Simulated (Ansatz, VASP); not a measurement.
# W2N: VASP beside Ansatz

Aim: how closely do two programs agree when they are given the same cell, functional and k mesh? The cell is taken from a series of runs on this material, whose earlier steps may have relaxed, scaled, displaced or heated it; both programs get it as it stands.

Main program and level: Ansatz 0.2.0; plane waves, with VASP 6.6.1 beside it; PBEsol.

### Step 1. The starting structure

The cell holds 6 atoms: 2 N and 4 W. Its edges and angles: a = 2.757 Å, b = 4.775 Å, c = 28.600 Å, α = 90.0°, β = 90.0°, γ = 90.0°. It derives from W2N. Vacuum lies along c.

Coordinates:

```cif
data_structure
_symmetry_space_group_name_H-M 'P 1'
_symmetry_Int_Tables_number 1
_cell_length_a 2.7570
_cell_length_b 4.7753
_cell_length_c 28.6000
_cell_angle_alpha 90.000
_cell_angle_beta 90.000
_cell_angle_gamma 90.000
_cell_volume 376.53
loop_
_atom_site_label
_atom_site_type_symbol
_atom_site_fract_x
_atom_site_fract_y
_atom_site_fract_z
_atom_site_occupancy
N1 N 0.00000 0.00000 0.34965 1
N2 N 0.50000 0.50000 0.34965 1
W3 W 0.00000 0.33333 0.39993 1
W4 W 0.50000 0.83333 0.39993 1
W5 W 0.50000 0.16667 0.29937 1
W6 W 0.00000 0.66667 0.29937 1
```

### Step 2. Ansatz: single point, PBEsol, pair 1

Ansatz runs on its PAW soft_1 files.

A single point takes one fixed geometry, so differences don't come from the geometry; what else differs is listed under the comparison.

input.yaml reads:

```yaml
crystal:
  lattice:
    - [2.7570046102, 0.0, 0.0]
    - [0.0, 4.7752720615, 0.0]
    - [0.0, 0.0, 28.6]
  atoms:
    - { symbol: "N", position: [1.0, 0.0, 0.3496503497] }
    - { symbol: "N", position: [0.5, 0.5, 0.3496503497] }
    - { symbol: W, position: [0.0, 0.3333333333, 0.3999307617] }
    - { symbol: W, position: [0.5, 0.8333333333, 0.3999307617] }
    - { symbol: W, position: [0.5, 0.1666666667, 0.2993699377] }
    - { symbol: W, position: [1.0, 0.6666666667, 0.2993699377] }
  periodic: [true, true, false]
kpoints:
  mp_grid: { grid: [12, 8, 1] }
hamiltonian:
  xc: pbesol
  pseudopotentials: { kind: paw, azcp: { folder: soft_1 }, xc_functional: pbe }
scf:
  occupations: { method: methfessel_paxton, width: 0.2 }
output:
  forces: true
  stress: true
  eigenvalues: true
```

On the command line:

```
ansatz run input.yaml --threads 4 --pin off --max-ram 16384MiB --backend cpu --events-out ev --progress --plain --runs-dir out
```

Numbers of over 12 decimals in the logs are rounded to 6 here.

Output:

```text
Engine: ansatz 0.2.0, aarch64-unknown-linux-gnu
Pseudopotentials: kind: paw
Pseudopotential: N, paw, valence charge 5, recommended cutoff 420 eV (normal), soft_1/N.paw.azcp
Pseudopotential: W, paw, valence charge 14, recommended cutoff 420 eV (normal), soft_1/W.paw.azcp
Functional definition: PBEsol
  exchange = pbesol_x
  correlation = pbesol_c
Crystal: 6 atoms, lattice volume = 376.532 Å³
Basis set: ecut = 420 eV, 7353 PW (Γ), exchange–correlation on 40×64×384 points (8 copies of the dense FFT grid, shifted against one another)
Bands: 40, of which v1, the nominal top of the filled ones, is band 33 counted from 1 (32 counted from 0)
Symmetry: 8 space group operations
Space group: P-3m1 (ITA 164), of the structure as read, at distance tolerance 7.2e-5 Å
k-points: 35 of 96
Non-local potential: N, projectors of the file, l = 0: 2, l = 1: 2, l = 2: 1
Non-local potential: W, projectors of the file, l = 0: 3, l = 1: 2, l = 2: 2, l = 3: 1
PAW form: soft (Blöchl's): semilocal exchange-correlation on the pseudo side does not see the compensation charge
PAW frozen core: N, regenerated for the run's functional, and the local potential with it (the file was generated under x = pbe(κ = 0.804, μ = 0.219515), c = pbe(β = 0.066725))
PAW frozen core: W, regenerated for the run's functional, and the local potential with it (the file was generated under x = pbe(κ = 0.804, μ = 0.219515), c = pbe(β = 0.066725))
PAW one-centre angular grid: N, 110 points (default); XC on 64 Gauss nodes
PAW one-centre angular grid: W, 590 points (default); XC on 64 Gauss nodes
Initial density: superposition of atomic densities (neutral atoms: chi_scale 0, normalization atom)
Initial wavefunctions: pseudopotential atomic-orbital guess
Functional: x = pbesol(κ = 0.804, μ = 0.123457), c = pbesol(β = 0.046)
SCF iter   1: F=—  HF=-41785.409451 eV  |F-HF|=—  |Δ(HF+E_count)|=         —  Δρ=5.32e-2  dr2=1.44e1  ethr=3.10e-3  ⟨swp⟩=11.4  Hψ=10022  notcnv=0
preconditioner: auto → LDOS  [metal: Δε(μ)=0.006 eV  Ē_g=8.017 eV  σ=0.200 eV  W_gap=0.03  n_scr=48 (ndim 8)  ℏωp=11.2 eV  f_vac=0.730  D(μ)=4.32/eV (n_scr^D=22)  β→1.0]
SCF iter   2: F=—  HF=-41782.329476 eV  |F-HF|=—  |Δ(HF+E_count)|=    3.08e0  S|Δr|=    0.00e0  Δρ=2.40e-2  dr2=1.59e0  ethr=3.10e-3  ⟨swp⟩=4.7  Hψ=4195  notcnv=0  defer=31
SCF iter   3: F=—  HF=-41781.837950 eV  |F-HF|=—  |Δ(HF+E_count)|=   4.92e-1  S|Δr|=    0.00e0  Δρ=4.02e-3  dr2=7.28e-2  ethr=2.41e-3  ⟨swp⟩=3.5  Hψ=3659  notcnv=0  defer=16
SCF iter   4: F=—  HF=-41781.835052 eV  |F-HF|=—  |Δ(HF+E_count)|=   2.90e-3  S|Δr|=    0.00e0  Δρ=1.39e-3  dr2=1.29e-2  ethr=1.10e-4  ⟨swp⟩=3.6  Hψ=3315  notcnv=0  defer=16
SCF iter   5: F=—  HF=-41781.832904 eV  |F-HF|=—  |Δ(HF+E_count)|=   2.15e-3  S|Δr|=    0.00e0  Δρ=4.44e-4  dr2=8.55e-4  ethr=1.95e-5  ⟨swp⟩=3.6  Hψ=3180  notcnv=0  defer=16
SCF iter   6: F=—  HF=-41781.833025 eV  |F-HF|=—  |Δ(HF+E_count)|=   1.20e-4  S|Δr|=    0.00e0  Δρ=1.36e-4  dr2=2.43e-4  ethr=1.30e-6  ⟨swp⟩=3.8  Hψ=3562  notcnv=0  defer=16
SCF iter   7: F=—  HF=-41781.833026 eV  |F-HF|=—  |Δ(HF+E_count)|=   1.76e-6  S|Δr|=    0.00e0  Δρ=4.71e-5  dr2=1.79e-5  ethr=3.68e-7  ⟨swp⟩=3.8  Hψ=2735  notcnv=0  defer=16
SCF iter   8: F=—  HF=-41781.833169 eV  |F-HF|=—  |Δ(HF+E_count)|=   1.42e-4  S|Δr|=    0.00e0  Δρ=1.37e-5  dr2=6.41e-7  ethr=2.71e-8  ⟨swp⟩=4.0  Hψ=3417  notcnv=0  defer=16
SCF iter   9: F=-41781.833169 eV  HF=-41781.833169 eV  |F-HF|=2.33e-8  |Δ(HF+E_count)|=   4.38e-7  S|Δr|=    0.00e0  Δρ=2.65e-6  dr2=3.54e-8  ethr=1.52e-10  ⟨swp⟩=18.6  Hψ=10722  notcnv=0
SCF 1 converged in 9 iterations: F = -41781.833169 eV  dr2 = 3.54e-8
  greatest PAW one-centre occupation: 0.999 electrons in one spin orbital (limit 2), on the W atom at site 5 (counted from 0), in its partial waves of l = 0
SCF converged after 9 iterations
Stability not checked: this state was not tested for a lower state beside it, because cold or Methfessel-Paxton smearing, or corrected tetrahedra, fill the levels in a way that the test cannot read (fill_not_monotonic; see scf.lower_state_search)
Free energy (F): -41781.833169 eV
Harris-Foulkes:  -41781.833169 eV  (|F-HF|=2.33e-8)
Internal energy: -41781.830829 eV  (E = F + TS)
E sigma→0 (E₀):  -41781.832584 eV
Entropy (-TS):   -0.002340 eV (-0.390 meV/atom)
Fermi energy:    -5.412749 eV
--- Per-component energies (eV) ---
  E_band       = -2073.643115
  E_kinetic    = 1944.927656
  E_local      = -168158.181476  (includes V_loc(G=0)·N_el)
  E_nonlocal   = -19.384273
  E_hartree    = 82963.015109
  E_xc         = -1177.209202
  E_vxc        = -1068.957350  (∫ρ·V_xc dr)
  E_paw        = -34051.470282  (= ΣΔE_a)
  E_vpaw       = -698.032132  (= ΣTr[D̂ρ^β])
  E_aug_tail   = 0.002262  (compensation charges beyond the density's cutoff)
  E_ewald      = 76715.525749
  E_core_change = 0.943629  (= ΣΔE_core)
  E_smearing   = -0.002340  (= −TS)
  E_closure    = 0.000000  (closes the sum)
  Σ components = -41781.833169   (vs F -41781.833169, Δ=0.00e0)
--- Forces (eV/Å), atoms counted from 1 ---
  atom   1  N     -0.00000000     0.00000000     0.00000000
  atom   2  N      0.00000000     0.00000000     0.00000000
  atom   3  W      0.00000000    -0.00581724    -0.01332722
  atom   4  W      0.00000000    -0.00581724    -0.01332722
  atom   5  W     -0.00000000     0.00581724     0.01332722
  atom   6  W     -0.00000000     0.00581724     0.01332722
  max |Σ_I F_I| component: 3.47e-18 eV/Å
--- 2D stress c σ (N/m, compression-positive) ---
       -0.098211       0.000000       0.000000
        0.000000       0.239529       0.000000
        0.000000       0.000000       0.000000
  P = ½ c Tr σ = 0.0707 N/m
--- Band table (eV; the first three rows and the last of 35) ---
  k-point 0: bands = [... 29 lower, -6.5282, -6.4729, -6.4707, -6.2761, -5.2559, -4.6916, -4.6901, -4.4399, ... 3 higher]
  k-point 1: bands = [... 29 lower, -6.7255, -6.3158, -6.3051, -6.1034, -5.6323, -4.8822, -4.7365, -4.3972, ... 3 higher]
  k-point 2: bands = [... 29 lower, -6.5625, -6.4682, -6.3756, -5.8713, -5.8518, -5.1303, -4.7216, -4.5201, ... 3 higher]
  k-point 34: bands = [... 29 lower, -6.2747, -5.2548, -5.2548, -4.4397, -4.4397, -3.8649, -3.8649, -2.7832, ... 3 higher]
```

### Step 3. VASP: single point, PBEsol, pair 1

The same cell, functional, mesh and smearing now go to VASP, with its own data sets.

Lines of VASP's logs that name or quote its potential files are left out, and so is its time.

INCAR reads:

```
SYSTEM = W2N
PREC = Accurate
ENCUT = 520
EDIFF = 1E-06
NELM = 120
ISMEAR = 1
SIGMA = 0.2
LREAL = .FALSE.
ALGO = Normal
GGA = PS
NBANDS = 23
LASPH = .TRUE.
LORBIT = 11
LWAVE = .FALSE.
LCHARG = .FALSE.
ISIF = 2
LDIPOL = .TRUE.
IDIPOL = 3
DIPOL = 0.5 0.5 0.35
LVHAR = .TRUE.
GGA_COMPAT = .FALSE.
NELMDL = -8
KPAR = 2
```

POSCAR reads:

```
W2N
1.0
    2.7570046102      0.0000000000      0.0000000000
    0.0000000000      4.7752720615      0.0000000000
    0.0000000000      0.0000000000     28.6000000000
N W
2 4
Direct
    0.0000000000      0.0000000000      0.3496503497
    0.5000000000      0.5000000000      0.3496503497
    0.0000000000      0.3333333333      0.3999307617
    0.5000000000      0.8333333333      0.3999307617
    0.5000000000      0.1666666667      0.2993699377
    0.0000000000      0.6666666667      0.2993699377
```

KPOINTS reads:

```
Automatic mesh
0
Gamma
12 8 1
0 0 0
```

PAW data sets: N and W (PBE family, release 64).

On the command line:

```
mpirun -np 2 vasp_std
```

Output:

```text
[banner, memory and clock lines left out]
running    2 mpi-ranks, on    1 nodes
 distrk:  each k-point on    1 cores,    2 groups
 distr:  one band on    1 cores,    1 groups

 POSCAR found type information on POSCAR N W
 POSCAR found :  2 types and       6 ions
|                                                                             |
|               ----> ADVICE to this user running VASP <----                  |
|                                                                             |
|     You enforced a specific xc type in the INCAR file but a different       |
|     [... a line on the potential file left out ...]
|     I HOPE YOU KNOW WHAT YOU ARE DOING!                                     |
|                                                                             |

 LDA part: xc-table for (Slater+PW92), standard interpolation
 POSCAR, INCAR and KPOINTS ok, starting setup
 FFT: planning ... GRIDC
 FFT: planning ... GRID_SOFT
 FFT: planning ... GRID
 WAVECAR not read
 entering main loop
       N       E                     dE             d eps       ncg     rms          rms(c)
DAV:   1     0.262415725481E+03    0.26242E+03   -0.11782E+04  1626   0.109E+03
DAV:   2    -0.285528436823E+02   -0.29097E+03   -0.28084E+03  2581   0.241E+02
DAV:   3    -0.716990055972E+02   -0.43146E+02   -0.42367E+02  2024   0.108E+02
DAV:   4    -0.740337397204E+02   -0.23347E+01   -0.23076E+01  2441   0.274E+01
DAV:   5    -0.740985018692E+02   -0.64762E-01   -0.64537E-01  2205   0.404E+00
DAV:   6    -0.741013866521E+02   -0.28848E-02   -0.28837E-02  2598   0.825E-01
DAV:   7    -0.741014828949E+02   -0.96243E-04   -0.96225E-04  2236   0.128E-01
DAV:   8    -0.741014885589E+02   -0.56641E-05   -0.56628E-05  2190   0.290E-02    0.501E+01
DAV:   9    -0.681448254347E+02    0.59567E+01   -0.35541E+01  2450   0.303E+01    0.214E+01
DAV:  10    -0.673858079923E+02    0.75902E+00   -0.54907E+00  2120   0.141E+01    0.984E+00
DAV:  11    -0.672090975065E+02    0.17671E+00   -0.87614E-01  2204   0.608E+00    0.966E-01
DAV:  12    -0.672000571794E+02    0.90403E-02   -0.16339E-01  2344   0.212E+00    0.555E-01
DAV:  13    -0.671970955546E+02    0.29616E-02   -0.27658E-02  2606   0.940E-01    0.216E-01
DAV:  14    -0.671966910797E+02    0.40447E-03   -0.43556E-03  2349   0.364E-01    0.545E-02
[...]
DAV:  18    -0.671968717641E+02   -0.13110E-03   -0.27608E-05  2298   0.227E-02    0.415E-03
DAV:  19    -0.671969281015E+02   -0.56337E-04   -0.77300E-06  1709   0.114E-02    0.483E-03
DAV:  20    -0.671969523561E+02   -0.24255E-04   -0.18141E-06  1598   0.538E-03    0.222E-03
DAV:  21    -0.671969743371E+02   -0.21981E-04   -0.32531E-06  1804   0.799E-03    0.272E-03
DAV:  22    -0.671969844339E+02   -0.10097E-04   -0.56070E-07  1456   0.440E-03    0.135E-03
DAV:  23    -0.671969944092E+02   -0.99752E-05   -0.54002E-07  1394   0.354E-03    0.191E-03
DAV:  24    -0.671970023240E+02   -0.79149E-05   -0.37045E-07  1463   0.305E-03    0.285E-03
DAV:  25    -0.671970031990E+02   -0.87497E-06   -0.61112E-08  1393   0.135E-03
   1 F= -.67197003E+02 E0= -.67196223E+02  d E =-.234021E-02
```

From OUTCAR (step 3):

```text
ion  position               nearest neighbor table
   1  0.000  0.000  0.350-   3 2.15   6 2.15   5 2.15   4 2.15   4 2.15   5 2.15
   2  0.500  0.500  0.350-   4 2.15   5 2.15   3 2.15   6 2.15   3 2.15   6 2.15
   3  0.000  0.333  0.400-   1 2.15   2 2.15   2 2.15   4 2.76   4 2.76   4 2.76   4 2.76   5 3.29
                             5 3.29   6 3.29
   4  0.500  0.833  0.400-   2 2.15   1 2.15   1 2.15   3 2.76   3 2.76   3 2.76   3 2.76   6 3.29
                             6 3.29   5 3.29
   5  0.500  0.167  0.299-   2 2.15   1 2.15   1 2.15   6 2.76   6 2.76   6 2.76   6 2.76   3 3.29
                             3 3.29   4 3.29
   6  0.000  0.667  0.299-   1 2.15   2 2.15   2 2.15   5 2.76   5 2.76   5 2.76   5 2.76   4 3.29
                             4 3.29   3 3.29

  LATTYP: Found a simple orthorhombic cell.
 ALAT       =     2.7570046102
 B/A-ratio  =     1.7320508075
 C/A-ratio  =    10.3735771403

 Subroutine GETGRP returns: Found  4 space group operations
 (whereof  2 operations were pure point group operations)

The static configuration has the point symmetry C_1h.
 The point group associated with its full space group is C_2h.

 Found     35 irreducible k-points:

   k-points           NKPTS =     35   k-points in BZ     NKDIM =     35   number of bands    NBANDS=     23

   dimension x,y,z NGX =    24 NGY =   36 NGZ =  216
   dimension x,y,z NGXF=    48 NGYF=   72 NGZF=  432

   ENCUT  =  520.0 eV  38.22 Ry    6.18 a.u.   5.13  8.88 53.18*2*pi/ulx,y,z

   NELECT =      34.0000    total number of electrons

 k-points in reciprocal lattice and weights: Automatic mesh
   0.00000000  0.00000000  0.00000000       0.010
   0.08333333  0.00000000  0.00000000       0.021
   0.16666667  0.00000000  0.00000000       0.021
   0.25000000  0.00000000  0.00000000       0.021
   0.33333333  0.00000000  0.00000000       0.021
   0.41666667  0.00000000  0.00000000       0.021
   0.50000000  0.00000000  0.00000000       0.010
   0.00000000  0.12500000  0.00000000       0.021
   0.08333333  0.12500000  0.00000000       0.042
[...]
0.41666667  0.50000000  0.00000000       0.021
   0.50000000  0.50000000  0.00000000       0.010

 dipolmoment           0.000000      0.000000      0.000001 electrons x Angstroem

 average (electrostatic) potential at core
       1 -73.3257       2 -73.3257       3 -48.5319       4 -48.5319       5 -48.5319
       6 -48.5319

 E-fermi :  -2.6675

 k-point     1 :       0.0000    0.0000    0.0000
  band No.  band energies     occupation
    ...
     13      -3.9161      2.00000
     14      -3.7727      2.00000
     15      -3.7281      2.00000
     16      -3.7257      2.00000
     17      -3.5269      2.00000
     18      -2.5055      0.01481
     19      -1.9491     -0.00000
     20      -1.9475     -0.00000
     21      -1.7069     -0.00000
     22      -1.1537     -0.00000
    ...

 k-point     2 :       0.0833    0.0000    0.0000
  band No.  band energies     occupation
    ...
     14      -3.9467      2.00000
     15      -3.5143      2.00000
     16      -3.4944      2.00000
     17      -3.3201      2.00004
     18      -2.8505      2.02782
     19      -2.2275     -0.00794
     20      -1.9554     -0.00001
     21      -1.5363     -0.00000
     22      -1.3850     -0.00000
     23      -0.8686     -0.00000

 k-point     3 :       0.1667    0.0000    0.0000
  band No.  band energies     occupation
    ...
     15      -3.5413      2.00000
     16      -3.4082      2.00000
     17      -3.0750      2.01415
     18      -2.9292      2.06901
     19      -2.6488      0.84188
     20      -1.8059     -0.00000
     21      -1.7256     -0.00000
     22      -1.2640     -0.00000
     23      -0.6114     -0.00000

  Total       -0.9558226     -0.6859692      0.0448607      0.0000000     -0.0377025      0.0000000
  in kB       -4.0671127     -2.9188618      0.1908862      0.0000000     -0.1604278      0.0000000
  external PRESSURE =      -2.2650294 kB  Pullay stress =       0.0000000 kB

  energy-cutoff  :      520.00
  volume of cell :      376.53
      direct lattice vectors                 reciprocal lattice vectors
     2.757004610  0.000000000  0.000000000     0.362712487  0.000000000  0.000000000
     0.000000000  4.775272061  0.000000000     0.000000000  0.209412152  0.000000000
     0.000000000  0.000000000 28.600000000     0.000000000  0.000000000  0.034965035

 POSITION                                       TOTAL-FORCE (eV/Angst)
 -----------------------------------------------------------------------------------
      0.00000      0.00000     10.00000        -0.000000      0.000000      0.000000
      1.37850      2.38764     10.00000        -0.000000      0.000000      0.000000
      0.00000      1.59176     11.43802         0.000000     -0.006575      0.017477
      1.37850      3.97939     11.43802        -0.000000     -0.006575      0.017477
      1.37850      0.79588      8.56198        -0.000000      0.006575     -0.017477
      0.00000      3.18351      8.56198        -0.000000      0.006575     -0.017477
 -----------------------------------------------------------------------------------
    total drift:                                0.000000     -0.000001     -0.000005

  FREE ENERGIE OF THE ION-ELECTRON SYSTEM (eV)
  ---------------------------------------------------
  free  energy   TOTEN  =       -67.1970031990 eV

  energy  without entropy=      -67.1946629897  energy(sigma->0) =      -67.19622313

 vacuum level on the upper side and lower side of the slab         2.758         2.758

 total charge
# of ion       s       p       d       tot
------------------------------------------
    1        1.233   2.523   0.000   3.756
    2        1.233   2.523   0.000   3.756
    3        0.622   0.696   4.190   5.508
    4        0.622   0.696   4.190   5.508
    5        0.622   0.696   4.190   5.508
    6        0.622   0.696   4.190   5.508
--------------------------------------------------
tot          4.953   7.831  16.761  29.544

[... 3 further parts left out ...]
```

This run has no spin polarisation, so a moment on W, if there is one, isn't seen. The data set W keeps the semicore shell frozen, which is cheaper and a little less accurate.

### Step 4. Comparison

Known differences besides the potentials themselves: Ansatz cuts the interaction across the vacuum, VASP repeats the sheet with a dipole correction (LDIPOL); the data sets hold 66 valence electrons in Ansatz (on its PAW soft_1 files) and 34 in VASP; the cutoff is 420 eV in Ansatz and 520 eV in VASP; Ansatz makes its cores anew for this functional, VASP keeps those of its PBE data sets. Total energies have different zeros and are not compared.

The largest component of a force difference here is 31 meV/Å. Where the cell holds vacuum, a pressure given here is an average over it and none of the material.

### Step 5. What the set-up changes

Further runs change the set-up of one program: Ansatz's method, potentials or start, or VASP's data sets, cutoff or form of LDA. The table gives that difference for each run.

```csv
run,r.m.s. force difference (meV/Å)
as above,15
VASP with the data sets N and W_sv,48
```

(Part 1 of 2 ends here.)

[Lines on the potential files, build, host, timing and source positions are cut from VASP's logs without a mark.]

[Logs are printed without paths, hosts, clocks, repeated set-up lines and the standing remarks that a program may print on its own settings, such as how far it seeks lower states.]

[Hosts, paths, dates, database ids (printed as entryN), source tags and the programs' standing remarks are cut or masked in the printed files.]
